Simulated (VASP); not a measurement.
Given:

```
SnTe
1.0
    0.00000     3.14105     3.14105
    3.14105     0.00000     3.14105
    3.14105     3.14105     0.00000
Sn Te
1 1
Cartesian
  0.00000   0.00000   0.00000
  3.14105   3.14105   3.14105
```

All values below come from optB88-vdW, VASP's PBE PAW potentials (set 64) (plane waves; VASP). Numerical set-up: 520 eV cut-off, 7×7×7 Γ-centred mesh, Gaussian smearing of 0.050 eV, potentials Sn_d Te.

Question: Estimate the energy per atom (σ→0), pressure.

Answer: 
```yaml
energy per atom (σ→0): -1.194 eV/atom
pressure: 2.93 GPa
```

Total energies compare only between runs with the same potentials, cut-off and functional.

The compound is SnTe in the rock salt structure, which distorts at low temperature. This cell is one point of a volume scan, at 0.94 of the reference volume.
